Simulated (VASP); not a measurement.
A cell of GaAs (zinc blende) near equilibrium:

```
GaAs
1.0
    0.00000     2.87087     2.87087
    2.87087     0.00000     2.87087
    2.87087     2.87087     0.00000
Ga As
1 1
Direct
  0.00000   0.00000   0.00000
  0.25000   0.25000   0.25000
```

Computed with PBE GGA, VASP's PBE PAW potentials (set 64) (plane waves; VASP).

```
run               ΔE (meV/atom)   σxx   σyy   σzz  largest shear component, with its sign (GPa)  gap (eV)
----------------  -------------  ----  ----  ----  --------------------------------------------  --------
as it is                    0.0  0.24  0.24  0.24                                          0.00      0.18
after one change           11.5  3.36  3.36  3.36                                          0.00      0.51
```
Stress is in GPa, positive when the cell is compressed; gaps are those on the k-mesh, and 0.00 means metallic.

Problem. Name the change that produced these shifts.
A. isotropic strain of +1.5 %
B. biaxial strain of -4.0 % in the xy plane
C. biaxial strain of -1.5 % in the xz plane
D. isotropic strain of -1.5 %

Solution. D, isotropic strain of -1.5 %

The compound is GaAs in the zinc blende structure.
